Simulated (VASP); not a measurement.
**SnC2: single point with LDA**

The system is SnC2.

```
Sn C
1.0
    -1.97094    1.97094    3.23279
     1.97094   -1.97094    3.23279
     1.97094    1.97094   -3.23279
Sn C
1 2
Cartesian
  0.0000 0.0000 0.0000
  0.0000 0.0000 3.8635
  0.0000 0.0000 2.6021
```

The cell comes from a database or a generator and needn't be the stable form of this composition.

The cell isn't the ideal one: cell and atoms relaxed tightly for response.

```
Program             : VASP 6.6.1
Task                : single point
Functional          : LDA
Potentials or basis : VASP PAW LDA potentials, release 64 (Sn_d, C)
Cutoff              : 520 eV
k mesh              : 12 × 12 × 12
Occupations         : gaussian, width 0.01 eV
Spin                : no spin polarisation
```

```yaml
Pressure: 0.2 GPa
Largest_force: 0.088 eV/Å
Band_gap_on_the_k_mesh: 0.23 eV, indirect (least direct gap 1.01 eV)
```

Forces on the atoms (eV/Å):
```
Sn   0.000  0.000  0.000
C    0.000  0.000  0.088
C    0.000  0.000 -0.088
```

Stress tensor (GPa, compression positive):
```
0.08 0.00 0.00
0.00 0.08 0.00
0.00 0.00 0.44
```

Levels at points of the mesh, in eV from the valence-band top:
| k point | band 9 | band 10 | band 11 | band 12 | band 13 | band 14 |
| --- | --- | --- | --- | --- | --- | --- |
| (0.00, 0.00, 0.00) | -3.90 | -3.90 | -0.42 | 2.18 | 2.18 | 2.57 |
| (0.50, 0.00, 0.00) | -4.69 | -3.71 | -0.93 | 0.51 | 1.57 | 2.08 |
| (0.50, 0.50, 0.00) | -6.17 | -5.11 | -1.26 | 0.23 | 3.86 | 4.04 |
| (0.50, 0.50, 0.50) | -4.87 | -4.87 | -1.94 | 3.89 | 4.65 | 4.65 |

Wall time 51 s on 1 thread of Intel(R) Xeon(R) 6975P-C (Granite Rapids), on a shared host, peak memory 0.25 GiB.

Caveat: spin-orbit coupling is left out, which moves the levels of the heavy elements. A k mesh can miss the band edges.
